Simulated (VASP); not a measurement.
A convergence study with VASP on Sb (a7): one setting is varied, all else stays as given below, so the limit is that of these other settings.

```yaml
crystal:
  lattice:
    - [3.95734, -2.15500, 0.00000]
    - [3.95734, 2.15500, 0.00000]
    - [2.78382, 0.00000, 3.54329]
  atoms:
    - { symbol: Sb, position: [0.23350, 0.23350, 0.23350] }
    - { symbol: Sb, position: [0.76650, 0.76650, 0.76650] }
```

These are PBE GGA, VASP's PBE PAW potentials (set 64) (plane waves; VASP 6.6.1) values and carry that method's errors. The tightest run used: 550 eV cut-off, 20×20×20 Γ-centred mesh, first-order Methfessel-Paxton smearing of 0.10 eV, potentials Sb.

```tsv
setting	E (eV/atom)	pressure (GPa)	largest force (eV/Å)	irreducible k-points
1×1×1 mesh	0.2718	47.08	2.836	1
2×2×2 mesh	-3.1483	9.32	1.876	4
3×3×3 mesh	-4.1803	3.51	0.092	6
4×4×4 mesh	-4.1488	2.76	0.029	13
5×5×5 mesh	-4.1461	2.65	0.072	19
6×6×6 mesh	-4.1342	2.83	0.102	32
7×7×7 mesh	-4.1352	2.78	0.195	44
8×8×8 mesh	-4.1284	2.73	0.186	65
```

### Question
These are the cheaper rows. Estimate the results at 20×20×20 mesh, and how far the last row shown lies from them.

### Answer

```
quantity              tightest run  last row shown is off by
--------------------  ------------  ------------------------
E (eV/atom)                -4.1235                   -0.0049
pressure (GPa)                2.77                     -0.04
largest force (eV/Å)         0.248                    -0.062
```

Left out are rungs that failed or repeat a setting and relaxations that didn't move; long series are thinned to 24 rows.

The compound is Sb in the a7 structure. The cell was not relaxed at this level, forces remain on its atoms.
